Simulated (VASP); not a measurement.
**Cd2Hg2Te4 (ordered alloy cell): computed properties**

The numbers are results of PBEsol GGA, VASP's PBE PAW potentials (set 64) (plane waves; VASP 6.6.1), not measurements.

| Property | Result |
|---|---|
| space group | R3m (160) |
| cell | a = 4.598 Å, b = 4.598 Å, c = 45.016 Å, α = 90.00°, β = 90.00°, γ = 120.00° |
| volume per atom | 34.34 Å^3/atom |
| band gap (over mesh and band path) | none (metal, semimetal or under 0.01 eV) |
| density | 6.87 g/cm³ |

```yaml
crystal:
  lattice:
    - [0.00000, 3.25117, 3.25117]
    - [3.25117, 0.00000, 3.25117]
    - [12.99817, 12.99817, 0.00652]
  atoms:
    - { symbol: Hg, position: [0.99990, 0.99990, 0.00007] }
    - { symbol: Hg, position: [0.99999, 0.99999, 0.25001] }
    - { symbol: Te, position: [0.24972, 0.24972, 0.06271] }
    - { symbol: Te, position: [0.24957, 0.24957, 0.31282] }
    - { symbol: Te, position: [0.25022, 0.25022, 0.56234] }
    - { symbol: Te, position: [0.25075, 0.25075, 0.81194] }
    - { symbol: Cd, position: [0.99991, 0.99991, 0.50007] }
    - { symbol: Cd, position: [0.99994, 0.99994, 0.75005] }
```

Unless said otherwise, spin-orbit coupling is left out, though it shifts the bands of the heavy elements here.

The structure was generated: Cd2Hg2Te4 was put into an ordered model structure (R3m), which need not be its known phase. It was relaxed first. Symmetry was kept, so distortions that lower it aren't found.
